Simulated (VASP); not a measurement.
VASP input:

File KPOINTS:
```
K-points
0
gamma
 5 5 5
0 0 0
```

POSCAR:
```
RuSi
1
    4.5091411284    -0.0000000000    -0.0000000000
    0.0000000000     4.5091411284    -0.0000000000
   -0.0000000000     0.0000000000     4.5091411284
Si Ru
4 4
Direct
  0.1578991910   0.3421008090   0.6578991910
  0.6578991910   0.1578991910   0.3421008090
  0.8421008090   0.8421008090   0.8421008090
  0.3421008090   0.6578991910   0.1578991910
  0.8604095523   0.6395904477   0.3604095523
  0.3604095523   0.8604095523   0.6395904477
  0.1395904477   0.1395904477   0.1395904477
  0.6395904477   0.3604095523   0.8604095523
```

INCAR:
```
LREAL  =  .False.   # projection in real space or not
ISMEAR  =  0   # Gaussian
NSW  =  40
SYSTEM  =  RuSi
LCHARG  =  .False.
LASPH  =  .True.
LMAXMIX  =  4
ISIF  =  3   # ions, shape and volume
EDIFF  =  1E-6   # SCF stop (eV)
GGA  =  PE
IBRION  =  2   # conjugate gradients
LWAVE  =  .False.
NELM  =  100   # most electronic steps
SIGMA  =  0.05
ALGO  =  Normal
ENCUT  =  500
EDIFFG  =  -0.02   # ionic stop
PSTRESS  =  450   # kbar
PREC  =  Accurate
```

POTCAR, in this order: Si Ru_pv (PBE.64 set). Program: vasp_std.

### Question
Write an equivalent input for Ansatz.

### Answer
One equivalent input (not run):
Ansatz 0.2 input:
```yaml
crystal:
  lattice:
    - [4.5091411, 0.0000000, 0.0000000]
    - [0.0000000, 4.5091411, 0.0000000]
    - [0.0000000, 0.0000000, 4.5091411]
  atoms:
    - { symbol: Si, position: [0.1578992, 0.3421008, 0.6578992] }
    - { symbol: Si, position: [0.6578992, 0.1578992, 0.3421008] }
    - { symbol: Si, position: [0.8421008, 0.8421008, 0.8421008] }
    - { symbol: Si, position: [0.3421008, 0.6578992, 0.1578992] }
    - { symbol: Ru, position: [0.8604096, 0.6395904, 0.3604096] }
    - { symbol: Ru, position: [0.3604096, 0.8604096, 0.6395904] }
    - { symbol: Ru, position: [0.1395904, 0.1395904, 0.1395904] }
    - { symbol: Ru, position: [0.6395904, 0.3604096, 0.8604096] }
kpoints:
  mp_grid: { grid: [5, 5, 5] }
hamiltonian:
  xc: pbe
  pseudopotentials: { kind: paw }
scf:
  occupations: { method: gaussian, width: 0.05 }
  max_iter: 100
relax:
  max_steps: 40
  f_tol: 0.02
  cell: { p_target: 45 }
output: { forces: true, stress: true, eigenvalues: true }
```
What does not carry over: each code has its own PAW files, so the cut-off isn't converted (ENCUT is set for VASP's; basis.ecutwfc is left out, and Ansatz then takes the one that its files recommend); Ansatz stops its SCF on the density residual and VASP on the energy change (EDIFF).

The compound is RuSi in the B20 structure. It was relaxed first under an external pressure of 45 GPa.
